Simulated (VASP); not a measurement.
```xyz
2
Lattice="1.3800 -2.3902 0.0000 1.3800 2.3902 0.0000 0.0000 0.0000 4.4600" Properties=species:S:1:pos:R:3 pbc="T T T"
Re     1.3800     0.7967     1.1150
Re     1.3800    -0.7967     3.3450
```

Method: AM05 GGA, VASP's PBE PAW potentials (set 64) (plane waves; VASP). Numerical set-up: 520 eV cut-off, 14×14×8 Γ-centred mesh, first-order Methfessel-Paxton smearing of 0.10 eV, potentials Re.

Q: The ions, cell shape and volume are relaxed. What does this cell relax into?

A: 
```xyz
2
Lattice="1.3713 -2.3751 0.0000 1.3713 2.3751 0.0000 0.0000 0.0000 4.4380" Properties=species:S:1:pos:R:3 pbc="T T T"
Re     1.3713     0.7917     1.1095
Re     1.3713    -0.7917     3.3285
```
Space group P6_3/mmc (194), at a tolerance of 0.03 Å.

Q: How do energy and volume change from the first to the last step?

A: The energy (σ→0) changes by -5.7 meV/atom and the volume by -1.7 %, in 10 ionic steps.

The compound is Re in the hcp structure. This run relaxes it. Symmetry was kept, so distortions that lower it aren't found.
